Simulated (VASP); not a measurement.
InAs:

```
CELL_PARAMETERS angstrom
0.00000 3.04545 3.04545
3.04545 0.00000 3.04545
3.04545 3.04545 0.00000
ATOMIC_POSITIONS crystal
In 0.00000 0.00000 0.00000
As 0.25000 0.25000 0.25000
```

The cell was built by a generator and needn't be a form met in nature.

Base run:

```yaml
Program: VASP 6.6.1
Functional: PBE0
Potentials_or_basis: VASP PAW PBE potentials, release 64 (In_d, As)
Cutoff: 520 eV
k_mesh: 6 × 6 × 6
Occupations: gaussian, width 0.03 eV
Spin: no spin polarisation
```

Its results: band gap on the k mesh 0.97 eV, direct; pressure 0.1 GPa.

Q: The run is repeated on the same cell with these changes: functional from PBE0 to HSE06. What comes out?

A: Band gap on the k mesh 0.42 eV, direct; pressure 0.3 GPa.

Caveats: the PAW data sets were made with another functional, which shifts forces and pressure a little; spin-orbit coupling is left out, which moves the levels of the heavy elements.
